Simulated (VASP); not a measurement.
VASP runs on Pt (space group Fm-3m) share one base input (PBE GGA, plane waves, VASP's PBE PAW potentials (set 64)) and change the settings named in each case.

File KPOINTS:
```
Automatic mesh
0
Gamma
12 12 12
0 0 0
```

POSCAR:
```
Pt
2.7718590
  0.0000000000   0.7071066746   0.7071066746
  0.7071066746   0.0000000000   0.7071066746
  0.7071066746   0.7071066746   0.0000000000
Pt
1
Cartesian
  0.0000000000   0.0000000000   0.0000000000
```

INCAR:
```
# general
SYSTEM =Pt
PREC   =Accurate
ENCUT  =300
LREAL  =F
LASPH  =T

# electronic loop
EDIFF  =1E-6
NELM   =100
ALGO   =Normal
LMAXMIX=6

# smearing
ISMEAR =0
SIGMA  =0.136

# functional
GGA    =PE

# ions
ISIF   =2

# output
LWAVE  =F
LCHARG =F
```

POTCAR, in this order: Pt (PBE.64 set). Program: vasp_std.

```
change                                                                                                  E(σ→0) (eV/atom)  pressure (GPa)  −TS (eV)
------------------------------------------------------------------------------------------------------  ----------------  --------------  --------
base run                                                                                                         -6.0880            9.42   -0.0172
GGA = PS                                                                                                         -6.9723           -1.33   -0.0174
GGA_COMPAT = .FALSE., LNONCOLLINEAR = .TRUE., LSORBIT = .TRUE., MAGMOM = 0.0 0.0 0.0, program vasp_ncl           -6.4848            9.89   -0.0133
KPOINTS 3×3×3 Γ-centred mesh                                                                                     -5.4378           18.54   -0.0438
```
 Energies of different potentials or functionals have different zeros.  Unless said otherwise, spin-orbit coupling is left out, though it shifts the bands of the heavy elements here. At 300 eV the pressure can carry a Pulay error.

Left out are runs that ran out of time, are held back, or changed the cell or the kind of run, fixed moments of cells without a moment, rows past the twelfth, gaps on odd meshes, pressures of charged cells and columns that move by less than the noise.

The structure is a typed Pt crystal (Fm-3m). The cell was not relaxed at this level.
